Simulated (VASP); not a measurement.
# TiO2 (Rutile): what each functional gives, and what it costs, part 4 of 5

Which functional reproduces the measured band gap of TiO2 (Rutile), and what does it cost? The start is a cell from a database of measured crystal structures.

VASP 6.6.1, plane waves and PAW; the level of theory is named at each step.

So far, least gap on mesh and path (eV): step 2 (bands, level LDA) 1.77; step 4 (bands, level r2SCAN) 2.24; step 5 (bands, level TB-mBJ) 2.74; step 6 (bands, level AM05) 1.83; step 7 (bands, level TPSS) 1.98.

**8. Starting orbitals for the hybrid, ENCUT 520**

This step: PBE; plane waves and PAW (Ti_sv, O) (VASP 6.6.1).

A hybrid converges badly from random orbitals, so a cheap semilocal run writes a WAVECAR on the same mesh first.

The input, INCAR:

```
SYSTEM = TiO2
PREC = Accurate
ENCUT = 520
EDIFF = 1E-05
NELM = 100
ISMEAR = 0
SIGMA = 0.02
LREAL = .FALSE.
ALGO = Normal
GGA = PE
NBANDS = 30
LASPH = .TRUE.
LORBIT = 11
LWAVE = .TRUE.
LCHARG = .FALSE.
KPAR = 4
NCORE = 2
```

The input, POSCAR:

```
TiO2
1.0
    4.5922000000      0.0000000000      0.0000000000
    0.0000000000      4.5922000000      0.0000000000
    0.0000000000      0.0000000000      2.9574000000
Ti O
2 4
Direct
    0.0000000000      0.0000000000      0.0000000000
    0.5000000000      0.5000000000      0.5000000000
    0.3049600000      0.3049600000      0.0000000000
    0.1950400000      0.8049600000      0.5000000000
    0.6950400000      0.6950400000      0.0000000000
    0.8049600000      0.1950400000      0.5000000000
```

The input, KPOINTS:

```
Automatic mesh
0
Gamma
3 3 5
0 0 0
```

The projector-augmented-wave data sets are Ti_sv and O (PBE family, release 64).

Command:

```
> mpirun -np 8 vasp_std
```

Output:

```text
[... set-up lines as in an earlier step ...]
 entering main loop
       N       E                     dE             d eps       ncg     rms          rms(c)
DAV:   1     0.665933337659E+03    0.66593E+03   -0.24901E+04   540   0.190E+03
DAV:   2     0.343191358506E+02   -0.63161E+03   -0.59859E+03   596   0.558E+02
DAV:   3    -0.663100274005E+02   -0.10063E+03   -0.98600E+02   822   0.202E+02
DAV:   4    -0.709251494371E+02   -0.46151E+01   -0.46095E+01   732   0.428E+01
DAV:   5    -0.711183536355E+02   -0.19320E+00   -0.19316E+00   746   0.722E+00    0.315E+01
DAV:   6    -0.540928668124E+02    0.17025E+02   -0.10266E+02   648   0.974E+01    0.115E+01
DAV:   7    -0.538407284828E+02    0.25214E+00   -0.14983E+01   642   0.323E+01    0.820E+00
DAV:   8    -0.537261114541E+02    0.11462E+00   -0.30697E+00   618   0.172E+01    0.358E+00
DAV:   9    -0.536321753060E+02    0.93936E-01   -0.72460E-01   644   0.764E+00    0.105E+00
DAV:  10    -0.536407614386E+02   -0.85861E-02   -0.75741E-02   680   0.223E+00    0.426E-01
DAV:  11    -0.536378493437E+02    0.29121E-02   -0.15235E-02   674   0.862E-01    0.624E-02
DAV:  12    -0.536379546345E+02   -0.10529E-03   -0.15469E-03   622   0.421E-01    0.993E-02
DAV:  13    -0.536378503647E+02    0.10427E-03   -0.35818E-04   670   0.199E-01    0.152E-02
DAV:  14    -0.536378566828E+02   -0.63180E-05   -0.51380E-05   696   0.632E-02
   1 F= -.53637857E+02 E0= -.53637857E+02  d E =-.256208E-13
 writing wavefunctions
```

Run time: 10 s. Hardware: 8 MPI ranks of AMD EPYC 7R43, shared host; peak memory 1 GiB.

OUTCAR, selected parts (step 8):

```text
   k-points           NKPTS =      9   k-points in BZ     NKDIM =      9   number of bands    NBANDS=     30

   NELECT =      48.0000    total number of electrons

 E-fermi :   4.9567

 k-point     1 :       0.0000    0.0000    0.0000
  band No.  band energies     occupation
    ...
     20       2.8779      2.00000
     21       4.1572      2.00000
     22       4.4170      2.00000
     23       4.4170      2.00000
     24       4.8608      2.00000
     25       6.7304      0.00000
     26       7.0399      0.00000
     27       7.2650      0.00000
     28       7.3553      0.00000
     29       7.3553      0.00000
    ...

  Total        2.4006386      2.4006386      2.2892863      0.0000000      0.0000000      0.0000000
  in kB       61.6716708     61.6716708     58.8110650      0.0000000      0.0000000      0.0000000
  external PRESSURE =      60.7181355 kB  Pullay stress =       0.0000000 kB

 POSITION                                       TOTAL-FORCE (eV/Angst)
 -----------------------------------------------------------------------------------
      0.00000      0.00000      0.00000         0.000000      0.000000     -0.000000
      2.29610      2.29610      1.47870         0.000000      0.000000     -0.000000
      1.40044      1.40044      0.00000        -0.090601     -0.090601      0.000000
      0.89566      3.69654      1.47870         0.090601     -0.090601      0.000000
      3.19176      3.19176      0.00000         0.090601      0.090601     -0.000000
      3.69654      0.89566      1.47870        -0.090601      0.090601     -0.000000
 -----------------------------------------------------------------------------------
    total drift:                                0.000000      0.000000     -0.000000

  FREE ENERGIE OF THE ION-ELECTRON SYSTEM (eV)
  ---------------------------------------------------
  free  energy   TOTEN  =       -53.6378566828 eV

  energy  without entropy=      -53.6378566828  energy(sigma->0) =      -53.63785668

[... 8 parts as in an earlier step ...]

[... 8 further parts left out ...]
```

The gap is read on the k-mesh alone, so it is an upper bound where the band edges lie off the mesh.

A gap read on the k-mesh alone can miss the band edges.

Numbers from this step:

| Quantity | Value |
| --- | --- |
| SCF cycles | 14 |
| bands | 30 |
| free energy (TOTEN) | -53.6379 eV |
| Fermi energy | 4.957 eV |
| pressure | 6.072 GPa |
| gap on the k-mesh | 1.870 eV |
| least direct gap on the k-mesh | 1.870 eV |

Force by atom:

```csv
atom,x (eV/Å),y (eV/Å),z (eV/Å),size
Ti1,0.000,0.000,0.000,0.000
Ti2,0.000,0.000,0.000,0.000
O3,-0.091,-0.091,0.000,0.128
O4,0.091,-0.091,0.000,0.128
O5,0.091,0.091,0.000,0.128
O6,-0.091,0.091,0.000,0.128
```

**9. Bands with HSE06**

This step: HSE06; plane waves and PAW (Ti_sv, O) (VASP 6.6.1).

HSE06 mixes in a quarter of exact exchange at short range, at far higher cost; in semiconductors this cures much of the gap error, while metals seldom gain.

The input, INCAR:

```
SYSTEM = TiO2
PREC = Accurate
ENCUT = 520
EDIFF = 1E-06
NELM = 100
ISMEAR = 0
SIGMA = 0.02
LREAL = .FALSE.
ALGO = Normal
LHFCALC = .TRUE.
AEXX = 0.25
GGA = PE
HFSCREEN = 0.2
LASPH = .TRUE.
NBANDS = 30
PRECFOCK = Fast
LORBIT = 11
LWAVE = .FALSE.
LCHARG = .FALSE.
KPAR = 4
```

POSCAR is that of step 8.

KPOINTS is that of step 8.

The input, KPOINTS_OPT:

```
Line mode
6
Line-mode
Reciprocal
  0.00000000   0.00000000   0.00000000 GAMMA
  0.00000000   0.50000000   0.00000000 X

  0.00000000   0.50000000   0.00000000 X
  0.50000000   0.50000000   0.00000000 M

  0.50000000   0.50000000   0.00000000 M
  0.00000000   0.00000000   0.00000000 GAMMA

  0.00000000   0.00000000   0.00000000 GAMMA
  0.00000000   0.00000000   0.50000000 Z

  0.00000000   0.00000000   0.50000000 Z
  0.00000000   0.50000000   0.50000000 R

  0.00000000   0.50000000   0.50000000 R
  0.50000000   0.50000000   0.50000000 A

  0.50000000   0.50000000   0.50000000 A
  0.00000000   0.00000000   0.50000000 Z

  0.00000000   0.50000000   0.00000000 X
  0.00000000   0.50000000   0.50000000 R

  0.50000000   0.50000000   0.00000000 M
  0.50000000   0.50000000   0.50000000 A
```

The WAVECAR or CHGCAR of an earlier step is read.

Command:

```
> mpirun -np 8 vasp_std
```

Output:

```text
[banner, memory and clock lines left out]
running    8 mpi-ranks, on    1 nodes
[...]
|                                                                             |
|           W    W    AA    RRRRR   N    N  II  N    N   GGGG   !!!           |
|           W    W   A  A   R    R  NN   N  II  NN   N  G    G  !!!           |
|           W    W  A    A  R    R  N N  N  II  N N  N  G       !!!           |
|           W WW W  AAAAAA  RRRRR   N  N N  II  N  N N  G  GGG   !            |
|           WW  WW  A    A  R   R   N   NN  II  N   NN  G    G                |
|           W    W  A    A  R    R  N    N  II  N    N   GGGG   !!!           |
|                                                                             |
|     For optimal performance we recommend to set                             |
|       NCORE = 2 up to number-of-cores-per-socket                            |
|     NCORE specifies how many cores store one orbital (NPAR=cpu/NCORE).      |
|     This setting can greatly improve the performance of VASP for DFT.       |
|     The default, NCORE=1 might be grossly inefficient on modern             |
|     multi-core architectures or massively parallel machines. Do your        |
|     Unfortunately you need to use the default for GW and RPA                |
|     calculations (for HF NCORE is supported but not extensively tested      |
|     yet).                                                                   |
|                                                                             |

 LDA part: xc-table for (Slater+PW92), standard interpolation
 found WAVECAR, reading the header
 POSCAR, INCAR and KPOINTS ok, starting setup
[...]
reading WAVECAR
 the WAVECAR file was read successfully
 initial charge from wavefunction
 entering main loop
       N       E                     dE             d eps       ncg     rms          rms(c)
DAV:   1    -0.666612729914E+02   -0.66661E+02   -0.28892E+00   540   0.159E+01    0.444E+00
DAV:   2    -0.663837113591E+02    0.27756E+00   -0.79026E-01   618   0.119E+01    0.141E+00
DAV:   3    -0.664142245671E+02   -0.30513E-01   -0.24211E-01   752   0.390E+00    0.111E+00
DAV:   4    -0.664035590468E+02    0.10666E-01   -0.45235E-02   692   0.212E+00    0.455E-01
[...]
DAV:  11    -0.664052803531E+02   -0.33187E-05   -0.26370E-06   540   0.111E-02    0.121E-02
DAV:  12    -0.664052818651E+02   -0.15120E-05   -0.56093E-07   330   0.840E-03    0.755E-03
DAV:  13    -0.664052826292E+02   -0.76412E-06   -0.39813E-07   324   0.558E-03
   1 F= -.66405283E+02 E0= -.66405283E+02  d E =-.395155E-13
 Start KPOINTS_OPT (optional k-point list driver)
k-point batch [1-9\54]
|                     _     ____    _    _    _____     _                     |
|                    | |   |  _ \  | |  | |  / ____|   | |                    |
[...]
|     Please submit a bug report.                                             |
|                                                                             |

|                     _     ____    _    _    _____     _                     |
|                    | |   |  _ \  | |  | |  / ____|   | |                    |
|                    | |   | |_) | | |  | | | |  __    | |                    |
|                    |_|   |  _ <  | |  | | | | |_ |   |_|                    |
|                     _    | |_) | | |__| | | |__| |    _                     |
|                    (_)   |____/   \____/   \_____|   (_)                    |
|                                                                             |
|                                                                             |
|     internal error in CHECK_GEN_LAYOUT: G-vectors changed at ik:15 old:     |
|     1682 new: 1681                                                          |
|                                                                             |
|     If you are not a developer, you should not encounter this problem.      |
|     Please submit a bug report.                                             |
|                                                                             |

|                     _     ____    _    _    _____     _                     |
|                    | |   |  _ \  | |  | |  / ____|   | |                    |
|                    | |   | |_) | | |  | | | |  __    | |                    |
|                    |_|   |  _ <  | |  | | | | |_ |   |_|                    |
|                     _    | |_) | | |__| | | |__| |    _                     |
|                    (_)   |____/   \____/   \_____|   (_)                    |
|                                                                             |
|                                                                             |
|     internal error in CHECK_GEN_LAYOUT: G-vectors changed at ik:15 old:     |
|     1682 new: 1681                                                          |
|                                                                             |
|     If you are not a developer, you should not encounter this problem.      |
|     Please submit a bug report.                                             |
|                                                                             |

|                     _     ____    _    _    _____     _                     |
|                    | |   |  _ \  | |  | |  / ____|   | |                    |
|                    | |   | |_) | | |  | | | |  __    | |                    |
|                    |_|   |  _ <  | |  | | | | |_ |   |_|                    |
|                     _    | |_) | | |__| | | |__| |    _                     |
|                    (_)   |____/   \____/   \_____|   (_)                    |
|                                                                             |
|                                                                             |
|     internal error in CHECK_GEN_LAYOUT: G-vectors changed at ik:15 old:     |
|     1682 new: 1681                                                          |
|                                                                             |
|     If you are not a developer, you should not encounter this problem.      |
|     Please submit a bug report.                                             |
|                                                                             |

1
1
1
1
1
1
1
1
```

The job ended after 5.1 min (8 MPI ranks).

The run ended with an error.

VASP's message: “internal error in CHECK_GEN_LAYOUT: G-vectors changed at ik:15 old: 1682 new: 1681”. No number of this run is used.

**10. Starting orbitals for the hybrid, ENCUT 527**

This step: PBE; plane waves and PAW (Ti_sv, O) (VASP 6.6.1).

Again a semilocal start for the hybrid that follows.

The input, INCAR:

```
SYSTEM = TiO2
PREC = Accurate
ENCUT = 527
EDIFF = 1E-05
NELM = 100
ISMEAR = 0
SIGMA = 0.02
LREAL = .FALSE.
ALGO = Normal
GGA = PE
NBANDS = 30
LASPH = .TRUE.
LORBIT = 11
LWAVE = .TRUE.
LCHARG = .FALSE.
KPAR = 4
NCORE = 2
```

POSCAR is that of step 9.

KPOINTS is that of step 9.

Command:

```
> mpirun -np 8 vasp_std
```

Output:

```text
[... set-up lines as in an earlier step ...]
 entering main loop
       N       E                     dE             d eps       ncg     rms          rms(c)
DAV:   1     0.674233763351E+03    0.67423E+03   -0.24650E+04   540   0.188E+03
DAV:   2     0.353693007561E+02   -0.63886E+03   -0.60593E+03   600   0.558E+02
DAV:   3    -0.665897301106E+02   -0.10196E+03   -0.10054E+03   794   0.206E+02
DAV:   4    -0.709378365583E+02   -0.43481E+01   -0.43422E+01   746   0.429E+01
DAV:   5    -0.711188015337E+02   -0.18096E+00   -0.18094E+00   754   0.712E+00    0.315E+01
DAV:   6    -0.540924521461E+02    0.17026E+02   -0.10262E+02   648   0.974E+01    0.115E+01
DAV:   7    -0.538400297818E+02    0.25242E+00   -0.14958E+01   648   0.323E+01    0.819E+00
DAV:   8    -0.537290096833E+02    0.11102E+00   -0.30892E+00   618   0.173E+01    0.360E+00
DAV:   9    -0.536322203363E+02    0.96789E-01   -0.73283E-01   650   0.770E+00    0.105E+00
DAV:  10    -0.536407949992E+02   -0.85747E-02   -0.75721E-02   680   0.223E+00    0.429E-01
DAV:  11    -0.536378490744E+02    0.29459E-02   -0.15374E-02   664   0.870E-01    0.627E-02
DAV:  12    -0.536379532333E+02   -0.10416E-03   -0.15531E-03   612   0.422E-01    0.989E-02
DAV:  13    -0.536378508068E+02    0.10243E-03   -0.33834E-04   650   0.195E-01    0.163E-02
DAV:  14    -0.536378571781E+02   -0.63713E-05   -0.57350E-05   724   0.674E-02
   1 F= -.53637857E+02 E0= -.53637857E+02  d E =-.146605E-48
 writing wavefunctions
```

The job ended after 10 s (8 MPI ranks; peak memory 0.94 GiB).

OUTCAR, selected parts (step 10):

```text
   ENCUT  =  527.0 eV  38.73 Ry    6.22 a.u.   8.60  8.60  5.54*2*pi/ulx,y,z

   NELECT =      48.0000    total number of electrons

 E-fermi :   5.0647

 k-point     1 :       0.0000    0.0000    0.0000
  band No.  band energies     occupation
    ...
     20       2.8778      2.00000
     21       4.1570      2.00000
     22       4.4169      2.00000
     23       4.4169      2.00000
     24       4.8606      2.00000
     25       6.7304      0.00000
     26       7.0400      0.00000
     27       7.2650      0.00000
     28       7.3554      0.00000
     29       7.3554      0.00000
    ...

  Total        2.4044934      2.4044934      2.2920420      0.0000000      0.0000000      0.0000000
  in kB       61.7706994     61.7706994     58.8818570      0.0000000      0.0000000      0.0000000
  external PRESSURE =      60.8077519 kB  Pullay stress =       0.0000000 kB

 POSITION                                       TOTAL-FORCE (eV/Angst)
 -----------------------------------------------------------------------------------
      0.00000      0.00000      0.00000        -0.000000      0.000000     -0.000000
      2.29610      2.29610      1.47870        -0.000000      0.000000     -0.000000
      1.40044      1.40044      0.00000        -0.090540     -0.090540      0.000000
      0.89566      3.69654      1.47870         0.090540     -0.090540      0.000000
      3.19176      3.19176      0.00000         0.090540      0.090540     -0.000000
      3.69654      0.89566      1.47870        -0.090540      0.090540     -0.000000
 -----------------------------------------------------------------------------------
    total drift:                                0.000000      0.000000     -0.000000

  FREE ENERGIE OF THE ION-ELECTRON SYSTEM (eV)
  ---------------------------------------------------
  free  energy   TOTEN  =       -53.6378571781 eV

  energy  without entropy=      -53.6378571781  energy(sigma->0) =      -53.63785718

[... 7 parts as in an earlier step ...]

[... 9 further parts left out ...]
```

Numbers from this step:

```
Fermi energy : 5.065 eV
pressure     : 6.081 GPa
```

Force by atom:

```csv
atom,x (eV/Å),y (eV/Å),z (eV/Å),size
Ti1,0.000,0.000,0.000,0.000
Ti2,0.000,0.000,0.000,0.000
O3,-0.091,-0.091,0.000,0.128
O4,0.091,-0.091,0.000,0.128
O5,0.091,0.091,0.000,0.128
O6,-0.091,0.091,0.000,0.128
```

The run ends at a pressure of 6.08 GPa, with forces up to 0.13 eV/Å.

(Continued in part 5 of 5.)

[Lines on the potential files, build, host, timing and source positions are cut from VASP's logs without a mark.]

[Logs are printed without paths, hosts, clocks, repeated set-up lines and the standing remarks that a program may print on its own settings, such as how far it seeks lower states.]

[Hosts, paths, dates, database ids (printed as entryN), source tags and the programs' standing remarks are cut or masked in the printed files.]

[A measured line is paired with the nearest computed mode of its activity, which favours agreement.]
